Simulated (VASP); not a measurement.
Level of theory: PBEsol GGA, VASP's PBE PAW potentials (set 64) (plane waves; VASP 6.6.1).

VASP input:

**KPOINTS**
```
Automatic mesh
0
Gamma
9 9 9
0 0 0
```

**INCAR**
```
! general
SYSTEM =NaCl
PREC   =Accurate
ENCUT  =500
LREAL  =.FALSE.
LASPH  =.TRUE.

! electronic loop
EDIFF  =1E-6
NELM   =100
ALGO   =Normal

! smearing
ISMEAR =0
SIGMA  =0.05

! functional
GGA    =PS

! ions
IBRION =2
NSW    =40
ISIF   =3
EDIFFG =-0.02
PSTRESS=100

! output
LWAVE  =.FALSE.
LCHARG =.FALSE.
```

File POSCAR:
```
NaCl
1
   -0.0000000000     2.5978979943     2.5978979943
    2.5978979943     0.0000000000     2.5978979943
    2.5978979943     2.5978979943     0.0000000000
Na Cl
1 1
Direct
  1.0000000000   1.0000000000   0.0000000000
  0.5000000000   0.5000000000   0.5000000000
```

POTCAR, in this order: Na_pv Cl (PBE.64 set). Program: vasp_std.

The run wrote:

OUTCAR:
```
 ion  position               nearest neighbor table
   1  0.000  0.000  0.000-   2 2.60   2 2.60   2 2.60   2 2.60   2 2.60   2 2.60
   2  0.500  0.500  0.500-   1 2.60   1 2.60   1 2.60   1 2.60   1 2.60   1 2.60
  LATTYP: Found a face centered cubic cell.
 ALAT       =     5.1957959886
 Subroutine PRICEL returns:
 Original cell was already a primitive cell.
 Subroutine GETGRP returns: Found 48 space group operations
The static configuration has the point symmetry O_h .
The dynamic configuration has the point symmetry O_h .
 Subroutine INISYM returns: Found 48 space group operations
 Subroutine IBZKPT returns following result:
 Found     35 irreducible k-points:

 Following reciprocal coordinates:
            Coordinates               Weight
  0.000000  0.000000  0.000000      1.000000
  0.111111  0.000000  0.000000      8.000000
  0.222222  0.000000  0.000000      8.000000
  0.333333  0.000000  0.000000      8.000000
  0.444444  0.000000  0.000000      8.000000
  0.111111  0.111111  0.000000      6.000000
  0.222222  0.111111  0.000000     24.000000
  0.333333  0.111111  0.000000     24.000000
  0.444444  0.111111  0.000000     24.000000
...
```

### OSZICAR
```
       N       E                     dE             d eps       ncg     rms          rms(c)
DAV:   1     0.100584739051E+03    0.10058E+03   -0.73706E+03   776   0.133E+03
DAV:   2    -0.643420914625E-01   -0.10065E+03   -0.94733E+02   857   0.310E+02
DAV:   3    -0.679741010230E+01   -0.67331E+01   -0.66956E+01   926   0.808E+01
DAV:   4    -0.691870865969E+01   -0.12130E+00   -0.12116E+00   907   0.114E+01
DAV:   5    -0.692115046117E+01   -0.24418E-02   -0.24416E-02   933   0.160E+00    0.217E+00
DAV:   6    -0.678143045370E+01    0.13972E+00   -0.24851E-01   971   0.491E+00    0.159E+00
DAV:   7    -0.676774487958E+01    0.13686E-01   -0.69320E-02  1059   0.238E+00    0.995E-01
DAV:   8    -0.676944977543E+01   -0.17049E-02   -0.49428E-03   872   0.912E-01    0.199E-01
DAV:   9    -0.676940232442E+01    0.47451E-04   -0.12801E-04   919   0.135E-01    0.832E-02
DAV:  10    -0.676943450221E+01   -0.32178E-04   -0.78352E-05   875   0.121E-01    0.149E-02
DAV:  11    -0.676943209834E+01    0.24039E-05   -0.99550E-06   905   0.461E-02    0.117E-03
DAV:  12    -0.676943223590E+01   -0.13756E-06   -0.27502E-07   499   0.681E-03
   1 F= -.45807350E+01 E0= -.45807350E+01  d E =-.458073E+01
```

**OUTCAR**
```
------------------------ aborting loop because EDIFF is reached ----------------------------------------
  FORCE on cell =-STRESS in cart. coord.  units (eV):
  Direction    XX          YY          ZZ          XY          YZ          ZX
  --------------------------------------------------------------------------------------
  Total        2.1990148      2.1990148      2.1990148      0.0000000     -0.0000000      0.0000000
  in kB      100.4714015    100.4714015    100.4714015      0.0000000     -0.0000000      0.0000000
  external PRESSURE =       0.4714015 kB  Pullay stress =     100.0000000 kB
  volume of cell :       35.07
      direct lattice vectors                 reciprocal lattice vectors
     0.000000000  2.597897994  2.597897994    -0.192463292  0.192463292  0.192463292
     2.597897994  0.000000000  2.597897994     0.192463292 -0.192463292  0.192463292
     2.597897994  2.597897994  0.000000000     0.192463292  0.192463292 -0.192463292
  FREE ENERGIE OF THE ION-ELECTRON SYSTEM (eV)
  ---------------------------------------------------
  free  energy   TOTEN  =        -6.7694322359 eV

  energy  without entropy=       -6.7694322359  energy(sigma->0) =       -6.76943224
  enthalpy is  TOTEN    =        -4.5807349612 eV   P V=        2.1886972747

 reached required accuracy - stopping structural energy minimisation
```
(Selected blocks of OUTCAR.)

**OUTCAR**
```
 val. band max:        0.9080570568   @ k =   0.0000   0.0000   0.0000

 cond. band min:       6.9303326096   @ k =   0.0000   0.0000   0.0000


 Fermi energy:         1.1165977826

 k-point     1 :       0.0000    0.0000    0.0000
  band No.  band energies     occupation
      1     -19.4271      2.00000
      2     -19.4271      2.00000
      3     -19.4271      2.00000
      4     -12.4575      2.00000
      5       0.9081      2.00000
      6       0.9081      2.00000
      7       0.9081      2.00000
      8       6.9303      0.00000
      9      12.0349      0.00000
     10      12.0349      0.00000
     11      12.0349      0.00000

 k-point     2 :       0.1111    0.0000    0.0000
  band No.  band energies     occupation
      1     -19.4389      2.00000
      2     -19.4278      2.00000
      3     -19.4278      2.00000
      4     -12.3811      2.00000
      5       0.4628      2.00000
      6       0.8511      2.00000
      7       0.8511      2.00000
      8       7.4212      0.00000
      9      11.5846      0.00000
     10      12.2504      0.00000
     11      12.2504      0.00000

 k-point     3 :       0.2222    0.0000    0.0000
  band No.  band energies     occupation
      1     -19.4681      2.00000
      2     -19.4293      2.00000
      3     -19.4293      2.00000
      4     -12.1806      2.00000
      5      -0.4743      2.00000
      6       0.7126      2.00000
      7       0.7126      2.00000
      8       8.2584      0.00000
      9      11.2900      0.00000
     10      12.5719      0.00000
     11      12.5719      0.00000

 k-point     4 :       0.3333    0.0000    0.0000
  band No.  band energies     occupation
      1     -19.5004      2.00000
      2     -19.4311      2.00000
      3     -19.4311      2.00000
      4     -11.9383      2.00000
      5      -1.3647      2.00000
      6       0.5637      2.00000
      7       0.5637      2.00000
      8       8.4690      0.00000
      9      12.1489      0.00000
...
```

The compound is NaCl in the rock salt structure. It was relaxed first under an external pressure of 10 GPa.
